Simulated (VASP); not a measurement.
A run of VASP 6.6.1:

The input INCAR:

```
SYSTEM = PbAu2
ALGO = Normal
EDIFF = 1E-6
EDIFFG = -0.03
ENCUT = 600
GGA = PS
IBRION = 2
ISIF = 3
ISMEAR = 1
LASPH = .TRUE.
LCHARG = .FALSE.
LREAL = .FALSE.
LWAVE = .FALSE.
NELM = 100
NSW = 60
PREC = Accurate
SIGMA = 0.0346
```

File KPOINTS:

```
k-points
0
G
  5 5 5
  0 0 0
```

Contents of POSCAR:

```
PbAu2
1.0
    0.0000000000      3.9635000000      3.9635000000
    3.9635000000      0.0000000000      3.9635000000
    3.9635000000      3.9635000000      0.0000000000
Pb Au
2 4
Direct
    0.0000000000      0.0000000000      0.0000000000
    0.2500000000      0.2500000000      0.2500000000
    0.6250000000      0.6250000000      0.6250000000
    0.1250000000      0.6250000000      0.6250000000
    0.6250000000      0.6250000000      0.1250000000
    0.6250000000      0.1250000000      0.6250000000
```

Potentials or basis: VASP PAW PBE potentials, release 64 (Pb_d, Au).

Launch:

```sh
$ cat potpaw_PBE.64/Pb_d/POTCAR potpaw_PBE.64/Au/POTCAR > POTCAR
$ mpirun -np 1 vasp_std > vasp.out
```

Hardware: 1 thread of Intel(R) Xeon(R) Platinum 8488C (Sapphire Rapids) (shared host).

**Question.** Estimate the wall time of this run.

**Answer.** Run time: 3.2 min on 1 thread of Intel(R) Xeon(R) Platinum 8488C (Sapphire Rapids) (shared host), peak memory 0.33 GiB. Counts: scf iterations 28, k points 10, ion steps 3.
